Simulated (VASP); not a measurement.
Calculation: PBE GGA, VASP's PBE PAW potentials (set 64) (plane waves; VASP 6.6.1).

The input files of a VASP run:

KPOINTS:
```
Automatic mesh
0
Gamma
11 11 11
0 0 0
```

File POSCAR:
```
NdB2
1
   -1.7926520000     1.7926520000     4.3875910000
    1.7926520000    -1.7926520000     4.3875910000
    1.7926520000     1.7926520000    -4.3875910000
Nd B
1 2
Direct
  0.0000000000   0.0000000000   0.0000000000
  0.3353000000   0.3353000000   0.0000000000
  0.6647000000   0.6647000000   0.0000000000
```

**INCAR**
```
SYSTEM=NdB2
PREC=Accurate; ENCUT=520; LREAL=.FALSE.
LASPH=.TRUE.
EDIFF=1E-6; NELM=100; ALGO=Normal
LMAXMIX=6
ISMEAR=1; SIGMA=0.1
GGA=PE
ISIF=2
LWAVE=.FALSE.; LCHARG=.FALSE.
```

POTCAR, in this order: Nd_3 B (PBE.64 set). Program: vasp_std.

The 4f electrons are frozen in the core of the lanthanide potential, so 4f levels, which can set the real gap, and their magnetism are missing.

Question: What does the run give for the energy per atom (σ→0), pressure, largest force, band gap (on the k-mesh)?

Answer: 
| Property | Result |
|---|---|
| energy per atom (σ→0) | -4.520 eV/atom |
| band gap (on the k-mesh) | none (metal, semimetal or under 0.01 eV) |
| pressure | -8.72 GPa |
| largest force | 0.350 eV/Å |

File OSZICAR:
```
...
DAV:   6    -0.135942694916E+02    0.11855E+00   -0.21753E-01  4244   0.339E+00    0.281E+00
DAV:   7    -0.135594750056E+02    0.34794E-01   -0.11683E-01  4760   0.281E+00    0.486E-01
DAV:   8    -0.135585115388E+02    0.96347E-03   -0.83215E-03  3748   0.640E-01    0.178E-01
DAV:   9    -0.135584733770E+02    0.38162E-04   -0.10452E-03  4884   0.182E-01    0.604E-02
DAV:  10    -0.135584978534E+02   -0.24476E-04   -0.67013E-05  3488   0.871E-02    0.268E-02
DAV:  11    -0.135585015683E+02   -0.37150E-05   -0.10435E-05  4068   0.293E-02    0.236E-03
DAV:  12    -0.135585011963E+02    0.37199E-06   -0.10544E-06  2336   0.743E-03
   1 F= -.13558501E+02 E0= -.13559076E+02  d E =0.172415E-02
```

The structure was generated: NdB2 was put into the MoSi2 type (I4/mmm), which need not be its known phase. The cell was not relaxed at this level. The electron count is odd and the run is not spin-polarised, which forces a metal.
